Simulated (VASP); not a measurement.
Crystal: Ta3BeH.

```
CELL_PARAMETERS angstrom
3.76700 0.00000 0.00000
0.00000 3.76700 0.00000
0.00000 0.00000 3.76700
ATOMIC_POSITIONS crystal
Ta 0.50000 0.50000 0.00000
Ta 0.50000 0.00000 0.50000
Ta 0.00000 0.50000 0.50000
Be 0.50000 0.50000 0.50000
H 0.00000 0.00000 0.00000
```

The cell was built by a generator and needn't be a form met in nature.

The cell isn't the ideal one: species swapped into the BaTiO3 type (Pm-3m, No. 221).

* Program: VASP 6.6.1
* Task: relaxation of cell and atoms
* Functional: PBE
* Potentials or basis: VASP PAW PBE potentials, release 64 (Ta_pv, Be, H)
* Cutoff: 600 eV
* k mesh: 4 × 4 × 4
* Occupations: gaussian, width 0.1 eV
* Spin: no spin polarisation

At the start: pressure 121.5 GPa; volume 10.69 Å³/atom.

Where does the relaxation end?

Over 5 steps the energy falls by 1651.2 meV/atom and the volume is 16.71 Å³/atom (+56.3 %); space group Pm-3m (No. 221, to 0.05 Å).

The path:
```csv
step,energy change (eV),largest force (eV/Å),pressure (GPa),volume (Å³)
1,0.0000,0.0000,121.54,53.45
2,-0.9200,0.0000,-20.82,143.95
3,-8.2415,0.0000,-2.48,85.43
4,-8.2542,0.0000,-0.91,84.26
5,-8.2560,0.0000,0.14,83.55
```

Final structure:
```cif
data_structure
_symmetry_space_group_name_H-M 'P 1'
_symmetry_Int_Tables_number 1
_cell_length_a 4.3717
_cell_length_b 4.3717
_cell_length_c 4.3717
_cell_angle_alpha 90.000
_cell_angle_beta 90.000
_cell_angle_gamma 90.000
_cell_volume 83.55
loop_
_atom_site_label
_atom_site_type_symbol
_atom_site_fract_x
_atom_site_fract_y
_atom_site_fract_z
_atom_site_occupancy
Ta1 Ta 0.50000 0.50000 0.00000 1
Ta2 Ta 0.50000 0.00000 0.50000 1
Ta3 Ta 0.00000 0.50000 0.50000 1
Be1 Be 0.50000 0.50000 0.50000 1
H1 H 0.00000 0.00000 0.00000 1
```

Caveat: the k mesh is coarse (spacing up to 0.42 Å⁻¹), so the values aren't converged; the volume moved by over 15 % at a fixed basis, so the end points are rough.
